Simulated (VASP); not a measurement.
Set up this calculation in VASP 6.6.1, as the native input.

- Task: single point
- Functional: PBE
- Potentials or basis: VASP PAW PBE potentials, release 64 (W_sv, O)
- Cutoff: 520 eV
- k mesh: 5 × 5 × 1
- Occupations: gaussian, width 0.1 eV
- Spin: no spin polarisation
- Dipole correction: yes
- Further INCAR settings: ALGO = Fast; EDIFF = 1e-07; NBANDS = 99

The structure of W12O lies in POSCAR:

```
W12O
1.0
    5.5140853207      0.0000000000      0.0000000000
   -1.8380284402      5.1987294965      0.0000000000
    0.0000000000      0.0000000000     21.3560050645
W O
12 1
Direct
    0.2500000000      0.2500000000      0.1873009483
    0.2500000000      0.7500000000      0.1873009483
    0.7500000000      0.2500000000      0.1873009483
    0.7500000000      0.7500000000      0.1873009483
    0.0000000000      0.0000000000      0.2892877541
    0.0000000000      0.5000000000      0.2892877541
    0.5000000000      0.0000000000      0.2892877541
    0.5000000000      0.5000000000      0.2892877541
    0.2500000000      0.2500000000      0.3912719181
    0.2500000000      0.7500000000      0.3912719181
    0.7500000000      0.2500000000      0.3912719181
    0.7500000000      0.7500000000      0.3912719181
    0.5000000000      0.5000000000      0.4469939502
```

The input as run:

INCAR

```
SYSTEM = W12O
ALGO = Fast ; DIPOL = 0.5 0.5 0.301
EDIFF = 1E-7 ; ENCUT = 520
GGA = PE ; IDIPOL = 3
ISIF = 2 ; ISMEAR = 0
LASPH = .TRUE. ; LCHARG = .TRUE.
LDIPOL = .TRUE. ; LELF = .TRUE.
LREAL = .FALSE. ; LVACPOTAV = .TRUE.
LVHAR = .TRUE. ; LWAVE = .FALSE.
NBANDS = 99 ; NELM = 100
PREC = Accurate ; SIGMA = 0.1
```

KPOINTS

```
k-points
0
G
  5 5 1
  0 0 0
```

Potentials or basis: VASP PAW PBE potentials, release 64 (W_sv, O).

Command:

```bash
$ cat potpaw_PBE.64/W_sv/POTCAR potpaw_PBE.64/O/POTCAR > POTCAR
$ mpirun -np 1 vasp_std > vasp.out
```

It gave:

| Property | Result |
| --- | --- |
| Largest force | 1.357 eV/Å |
| Band gap on the k mesh | none (metal or under the smearing width) |
| Work function of the upper face | 4.70 eV |
| Work function of the lower face | 4.87 eV |

Wall time 22 min on 1 thread of Intel(R) Xeon(R) Platinum 8488C (Sapphire Rapids) (shared host), peak memory 0.77 GiB.
